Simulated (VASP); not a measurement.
Here is the system:

```xyz
6
Lattice="1.5805 -2.7375 0.0000 1.5805 2.7375 0.0000 0.0000 0.0000 12.3092" Properties=species:S:1:pos:R:3 pbc="T T T"
Te     1.5805     0.9125    11.0780
Te     1.5805    -0.9125     4.9233
Te     1.5805    -0.9125     1.2313
Te     1.5805     0.9125     7.3859
Mo     1.5805     0.9125     3.0773
Mo     1.5805    -0.9125     9.2319
```

All values below come from PBE GGA, VASP's PBE PAW potentials (set 64) (plane waves; VASP). Run with 500 eV cut-off, 11×11×3 Γ-centred mesh, first-order Methfessel-Paxton smearing of 0.10 eV, potentials Te Mo_sv.

Without a dispersion term in the relaxation, distances and binding between the weakly bound layers, chains or molecules are unreliable, and so is what depends on them. Unless said otherwise, spin-orbit coupling is left out, though it shifts the bands of the heavy elements here.

### Question
What does the run give for the energy per atom (σ→0), pressure, band gap (on the k-mesh) with the smallest direct gap where there is one?

### Answer

The band gap (on the k-mesh) comes out as none (metal, semimetal or under 0.01 eV), the energy per atom (σ→0) comes out as -5.245 eV/atom and the pressure comes out as 45.08 GPa.

Only differences to runs with the same potentials and settings are physical.

The compound is MoTe2 in the 2H layered structure. It was relaxed first under an external pressure of 45 GPa.
